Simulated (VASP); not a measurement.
Here is the system:

```xyz
3
Lattice="0.0000 3.0000 3.0000 3.0000 0.0000 3.0000 3.0000 3.0000 0.0000" Properties=species:S:1:pos:R:3 pbc="T T T"
Al     1.5000     1.5000     1.5000
Al     4.5000     4.5000     4.5000
Au     0.0000     0.0000     0.0000
```

The numbers are results of PBE GGA with D3 dispersion (zero damping), VASP's PBE PAW potentials (set 64) (plane waves; VASP), not measurements. Run with 400 eV cut-off, 8×8×8 Γ-centred mesh, first-order Methfessel-Paxton smearing of 0.10 eV, potentials Al Au.

Q: Give the stress tensor in GPa (positive for a compressed cell).

A: 
```
-1.02   0.00   0.00
 0.00  -1.02   0.00
 0.00   0.00  -1.02
```
The pressure is its mean diagonal, -1.02 GPa.

The compound is AuAl2 in the fluorite structure. The cell was not relaxed at this level. The run is one of a series of settings (IVDW = 11 against the base run), some of them coarse on purpose. The electron count is odd and the run is not spin-polarised, which forces a metal.
